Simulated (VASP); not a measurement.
Here is the system:

```
BaO
1.0
    3.80683     0.00000     0.00000
   -1.90341     3.29681     0.00000
    0.00000     0.00000     6.72049
Ba O
2 2
Cartesian
  3.80683   0.00000   6.72049
  3.80683   0.00000   3.36025
  0.00000   2.19787   1.68012
  1.90342   1.09894   5.04037
```

Calculation: PBEsol GGA, VASP's PBE PAW potentials (set 64) (plane waves; VASP). Run with 520 eV cut-off, 9×9×5 Γ-centred mesh, tetrahedra with Blöchl corrections, potentials Ba_sv O.

Unless said otherwise, spin-orbit coupling is left out, though it shifts the bands of the heavy elements here.

What does the run give for the energy per atom (σ→0), band gap (on the k-mesh) with the smallest direct gap where there is one?

| Quantity | Result |
|---|---|
| band gap (on the k-mesh) | 2.12 eV |
| smallest direct gap (on the k-mesh) | 2.46 eV |
| energy per atom (σ→0) | -6.074 eV/atom |

The absolute energy has meaning only against runs of the same code, potentials and settings.

The structure was generated: BaO was put into the NiAs type type (P6_3/mmc), which need not be its known phase. It was relaxed first, which changed the volume by -22 %.
